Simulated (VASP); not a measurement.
Consider the following.

```xyz
2
Lattice="0.0000 2.8112 2.8112 2.8112 0.0000 2.8112 2.8112 2.8112 0.0000" Properties=species:S:1:pos:R:3 pbc="T T T"
Be     0.0000     0.0000     0.0000
Te     1.4056     1.4056     1.4056
```

Calculation: AM05 GGA, VASP's PBE PAW potentials (set 64) (plane waves; VASP 6.6.1). Numerical set-up: 520 eV cut-off, Gaussian smearing of 0.050 eV, potentials Be Te.

Unless said otherwise, spin-orbit coupling is left out, though it shifts the bands of the heavy elements here.

Problem. Predict the band gap (along the path) with the smallest direct gap where there is one.

Solution. 
```yaml
band gap (along the path): 1.92 eV
smallest direct gap (along the path): 3.59 eV
```

The compound is BeTe in the zinc blende structure. It was relaxed first.
